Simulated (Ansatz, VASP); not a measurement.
# GeCN2 in VASP and in Ansatz

The input INCAR:

```
SYSTEM = GeCN2
ALGO = Normal
EDIFF = 1E-7
ENCUT = 520
GGA = PS
ISIF = 2
ISMEAR = 0
LASPH = .True.
LCHARG = .True.
LELF = .True.
LREAL = .False.
LVHAR = .True.
LWAVE = .False.
NBANDS = 22
NELM = 100
PREC = Accurate
SIGMA = 0.05
```

KPOINTS

```
k-points
0
Gamma
  9 9 9
  0 0 0
```

POSCAR

```
GeCN2
1.0
    1.7041008512      0.9838630852      4.7989082821
   -1.7041008512      0.9838630852      4.7989082821
    0.0000000000     -1.9677261704      4.7989082821
Ge C N
1 1 2
Direct
    0.0000000000      0.0000000000      0.0000000000
    0.5000000000      0.5000000000      0.5000000000
    0.4160956000      0.4160956000      0.4160956000
    0.5839044000      0.5839044000      0.5839044000
```

Input for Ansatz:

```yaml
crystal:
  lattice:
    - [1.7041008512, 0.9838630852, 4.7989082821]
    - [-1.7041008512, 0.9838630852, 4.7989082821]
    - [0.0, -1.9677261704, 4.7989082821]
  atoms:
    - { symbol: Ge, position: [0.0, 0.0, 0.0] }
    - { symbol: C, position: [0.5, 0.5, 0.5] }
    - { symbol: "N", position: [0.4160956, 0.4160956, 0.4160956] }
    - { symbol: "N", position: [0.5839044, 0.5839044, 0.5839044] }
basis:
  ecutwfc: 420
kpoints:
  mp_grid: { grid: [9, 9, 9] }
hamiltonian:
  xc: pbesol
scf:
  occupations: { method: gaussian, width: 0.05 }
output:
  forces: true
  stress: true
  eigenvalues: true
```

Change from the starting cell: strain -0.050 along x and y, -0.025 along z, atoms carried along.

Alike in both runs: task single point; functional PBEsol; k mesh 9 × 9 × 9; occupations gaussian, width 0.05 eV; no spin polarisation.

|  | VASP | Ansatz |
| --- | --- | --- |
| version | VASP 6.6.1 | Ansatz 0.2.0 |
| potentials or method | VASP PAW PBE potentials, release 64 (Ge_d, C, N) | scalar-relativistic, plane waves, PAW |
| plane-wave cutoff (eV) | 520 | 420 |
| valence electrons in the cell | 28 | 28 |

VASP gave:

| Property | Result |
| --- | --- |
| gap on the k mesh at the Fermi level (eV) | 0.72 |
| least direct gap on the mesh (eV) | 1.33 |
| pressure (GPa) | 12.1 |
| largest component of the traceless stress (GPa) | 14.53 |
| rms of the force components (eV/Å) | 1.020 |

**Question.** What did Ansatz give for the same quantities?

**Answer.** gap on the k mesh at the Fermi level (eV): 0.73; least direct gap on the mesh (eV): 1.36; pressure (GPa): 11.7; largest component of the traceless stress (GPa): 13.52; rms of the force components (eV/Å): 0.948.

Atom by atom the forces differ by 0.072 eV/Å (rms over components).

Caveats: the standard files for N, O and F lose accuracy on very short bonds; the PAW data sets were made with another functional, which shifts forces and pressure a little (VASP); an odd mesh through Γ misses points on the zone boundary, where band edges often lie.
